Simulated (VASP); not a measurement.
An input for Quantum ESPRESSO's pw.x (written as the equivalent of a VASP run, and not itself run):

```
&CONTROL
  calculation = 'vc-relax'
  pseudo_dir = './pseudo'
  outdir = './out'
  tprnfor = .true.
  tstress = .true.
  nstep = 30
  forc_conv_thr = 0.00039
/
&SYSTEM
  ibrav = 0
  nat = 4
  ntyp = 2
  ecutwfc = 84
  occupations = 'smearing'
  smearing = 'gaussian'
  degauss = 0.003675
  input_dft = 'rpbe'
/
&ELECTRONS
  conv_thr = 7.3e-09
  electron_maxstep = 100
/
&IONS
/
&CELL
  cell_dofree = 'shape'
/
ATOMIC_SPECIES
  Sn 118.710 Sn.upf
  O 15.999 O.upf
CELL_PARAMETERS angstrom
     3.8325620    0.0000000    0.0000000
     0.0000000    3.8325620    0.0000000
     0.0000000    0.0000000    5.3390102
ATOMIC_POSITIONS crystal
  Sn   0.5000000  0.0000000  0.7858586
  Sn   0.0000000  0.5000000  0.2141414
  O    0.5000000  0.5000000  0.0000000
  O    0.0000000  0.0000000  0.0000000
K_POINTS automatic
  6 6 4 0 0 0
```

### Question
Translate this input to VASP (INCAR, KPOINTS, POSCAR, choice of POTCAR).

### Answer
This is not unique; one that fits is 
### INCAR
```
SYSTEM = SnO
PREC = Accurate; ENCUT = 520; LREAL = F
LASPH = T
EDIFF = 1E-7; NELM = 100; ALGO = Normal
LMAXMIX = 4
ISMEAR = 0; SIGMA = 0.05
GGA = RP
IBRION = 2; NSW = 30; ISIF = 4
EDIFFG = -0.01
LWAVE = F; LCHARG = F
```

File KPOINTS:
```
Automatic mesh
0
Gamma
6 6 4
0 0 0
```

POSCAR:
```
SnO
1
    3.8325619547     0.0000000000     0.0000000000
    0.0000000000     3.8325619547     0.0000000000
    0.0000000000     0.0000000000     5.3390101697
Sn O
2 2
Direct
  0.5000000000   0.0000000000   0.7858585868
  0.0000000000   0.5000000000   0.2141414132
  0.5000000000   0.5000000000   0.0000000000
  0.0000000000   0.0000000000   0.0000000000
```

POTCAR, in this order: Sn_d O (PBE.64 set). Program: vasp_std.

What does not carry over: the potentials are each code's own (VASP's PAW set, PseudoDojo norm-conserving files in pw.x), so ENCUT and ecutwfc are chosen apart and not converted; conv_thr bounds pw.x's estimated SCF error, while EDIFF bounds the energy change between steps; forc_conv_thr acts on force components and is met together with etot_conv_thr.

The compound is SnO in the litharge structure. This cell is one point of a volume scan, at 0.94 of the reference volume. Symmetry was kept, so distortions that lower it aren't found.
